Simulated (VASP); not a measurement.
All values below come from r2SCAN meta-GGA, VASP's PBE PAW potentials (set 64) (plane waves; VASP).

A VASP calculation is set up with these files.

**INCAR**
```
SYSTEM = Co
PREC = Normal; ENCUT = 400; LREAL = .FALSE.
LASPH = .TRUE.
EDIFF = 1E-5; NELM = 100; NELMIN = 4
ALGO = Normal; LMAXMIX = 4; LMIXTAU = .TRUE.
ISMEAR = 1; SIGMA = 0.1
METAGGA = R2SCAN
MAGMOM = 1.8 1.8
ISPIN = 2
IBRION = 2; NSW = 20; ISIF = 2
EDIFFG = -0.03
LWAVE = .FALSE.; LCHARG = .FALSE.; LORBIT = 10
```

**POSCAR**
```
Co
1
    2.4647230490     0.0000000000     0.0000000000
   -1.2323615245     2.1345129975     0.0000000000
    0.0000000000     0.0000000000     4.0177990309
Co
2
Direct
  0.6666670000   0.3333330000   0.7500000000
  0.3333330000   0.6666670000   0.2500000000
```

KPOINTS:
```
K-points
0
Gamma
  19 19 10
```

POTCAR, in this order: Co (PBE.64 set). Program: vasp_std.

Output of the run:

### OUTCAR
```
 ion  position               nearest neighbor table
   1  0.667  0.333  0.750-   2 2.46   2 2.46   2 2.46   2 2.46   2 2.46   2 2.46
   2  0.333  0.667  0.250-   1 2.46   1 2.46   1 2.46   1 2.46   1 2.46   1 2.46
  LATTYP: Found a hexagonal cell.
 ALAT       =     2.4647230490
 C/A-ratio  =     1.6301219046
 Subroutine PRICEL returns:
 Original cell was already a primitive cell.
 Subroutine GETGRP returns: Found 24 space group operations
The static configuration has the point symmetry D_3d.
 The point group associated with its full space group is D_6h.
The dynamic configuration has the point symmetry D_3d.
The overall configuration has the point symmetry D_3d.
 Subroutine INISYM returns: Found 24 space group operations
 Subroutine IBZKPT returns following result:
 Found    240 irreducible k-points:

 Following reciprocal coordinates:
            Coordinates               Weight
  0.000000  0.000000  0.000000      1.000000
  0.052632 -0.000000  0.000000      6.000000
  0.105263 -0.000000  0.000000      6.000000
  0.157895  0.000000  0.000000      6.000000
  0.210526  0.000000  0.000000      6.000000
  0.263158  0.000000  0.000000      6.000000
...
```

**OSZICAR**
```
       N       E                     dE             d eps       ncg     rms          rms(c)
DAV:   1     0.567464786345E+02    0.56746E+02   -0.73179E+03 14855   0.137E+03
DAV:   2    -0.294528623570E+02   -0.86199E+02   -0.80062E+02 14442   0.244E+02
DAV:   3    -0.314365899057E+02   -0.19837E+01   -0.19493E+01 17186   0.520E+01
DAV:   4    -0.314727295350E+02   -0.36140E-01   -0.36132E-01 21008   0.517E+00
DAV:   5    -0.314729538388E+02   -0.22430E-03   -0.22429E-03 17770   0.420E-01    0.179E+01
DAV:   6    -0.271766398509E+02    0.42963E+01   -0.23176E+01 16087   0.101E+02    0.102E+01
DAV:   7    -0.264174816147E+02    0.75916E+00   -0.27125E+00 17025   0.328E+01    0.536E+00
DAV:   8    -0.264381183192E+02   -0.20637E-01   -0.82260E-02 19785   0.277E+00    0.212E+00
DAV:   9    -0.264168547527E+02    0.21264E-01   -0.17299E-02 18971   0.206E+00    0.697E-01
DAV:  10    -0.264141515913E+02    0.27032E-02   -0.12242E-02 18888   0.199E+00    0.244E-01
DAV:  11    -0.264141133895E+02    0.38202E-04   -0.93004E-04 16921   0.513E-01    0.129E-01
DAV:  12    -0.264141401258E+02   -0.26736E-04   -0.30643E-05 16959   0.893E-02    0.768E-02
DAV:  13    -0.264141650966E+02   -0.24971E-04   -0.55585E-05 16678   0.118E-01    0.147E-02
DAV:  14    -0.264141656281E+02   -0.53148E-06   -0.33225E-06  8789   0.290E-02
   1 F= -.26414166E+02 E0= -.26414137E+02  d E =-.264142E+02  mag=     3.4547
```

**OUTCAR**
```
------------------------ aborting loop because EDIFF is reached ----------------------------------------
  FORCE on cell =-STRESS in cart. coord.  units (eV):
  Direction    XX          YY          ZZ          XY          YZ          ZX
  --------------------------------------------------------------------------------------
  Total        0.0449910      0.0449910     -0.0346150      0.0000000     -0.0000000      0.0000000
  in kB        3.4102125      3.4102132     -2.6237376      0.0000000     -0.0000000      0.0000000
  external PRESSURE =       1.3988960 kB  Pullay stress =       0.0000000 kB
  volume of cell :       21.14
      direct lattice vectors                 reciprocal lattice vectors
     2.464723049  0.000000000  0.000000000     0.405725098  0.234245470  0.000000000
    -1.232361524  2.134512997  0.000000000     0.000000000  0.468490940  0.000000000
     0.000000000  0.000000000  4.017799031     0.000000000  0.000000000  0.248892489
 POSITION                                       TOTAL-FORCE (eV/Angst)
 -----------------------------------------------------------------------------------
      1.23236      0.71150      3.01335         0.000000     -0.000000      0.000000
     -0.00000      1.42301      1.00445        -0.000000      0.000000      0.000000
 -----------------------------------------------------------------------------------
    total drift:                               -0.000017      0.000010     -0.000038
  FREE ENERGIE OF THE ION-ELECTRON SYSTEM (eV)
  ---------------------------------------------------
  free  energy   TOTEN  =       -26.4141656281 eV

  energy  without entropy=      -26.4140793306  energy(sigma->0) =      -26.41413686

 total charge

# of ion       s       p       d       tot
------------------------------------------
    1        0.522   0.583   7.241   8.346
    2        0.522   0.583   7.241   8.346
--------------------------------------------------
tot          1.043   1.166  14.482  16.692

 magnetization (x)

# of ion       s       p       d       tot
------------------------------------------
    1       -0.013  -0.086   1.886   1.787
    2       -0.013  -0.086   1.886   1.787
--------------------------------------------------
tot         -0.026  -0.173   3.773   3.574

 reached required accuracy - stopping structural energy minimisation
```
(Selected blocks of OUTCAR.)

The compound is Co in the hcp structure. It was relaxed first.
